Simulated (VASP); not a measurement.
Input:

```xyz
5
Lattice="1.9137 -3.3146 0.0000 1.9137 3.3146 0.0000 0.0000 0.0000 5.3903" Properties=species:S:1:pos:R:3 pbc="T T T"
La     1.9137     1.1049     1.2452
La     1.9137    -1.1049     4.1451
O      0.0000     0.0000     0.0000
O      1.9137     1.1049     3.5478
O      1.9137    -1.1049     1.8425
```

The numbers are results of PBE GGA, VASP's PBE PAW potentials (set 64) (plane waves; VASP), not measurements. Numerical set-up: 620 eV cut-off, 7×7×4 Γ-centred mesh, Gaussian smearing of 0.050 eV, potentials La O.

Energy and stress use the plane-wave basis of the starting cell.

**Question.** The ions, cell shape and volume at an external pressure of 45.0 GPa are relaxed. What does this cell relax into?

**Answer.** 
```xyz
5
Lattice="1.8925 -3.2778 0.0000 1.8925 3.2778 0.0000 0.0000 0.0000 5.1909" Properties=species:S:1:pos:R:3 pbc="T T T"
La     1.8925     1.0926     1.1751
La     1.8925    -1.0926     4.0158
O      3.7849     0.0000     5.1909
O      1.8925     1.0926     3.4336
O      1.8925    -1.0926     1.7572
```
Space group P-3m1 (164), at a tolerance of 0.03 Å.

**Question.** How do energy and volume change from the first to the last step?

**Answer.** The energy (σ→0) changes by +184.7 meV/atom and the volume by -5.8 %, in 12 ionic steps.

The compound is La2O3 in the a-type structure. This run relaxes it under an external pressure of 45 GPa. Symmetry was kept, so distortions that lower it aren't found.
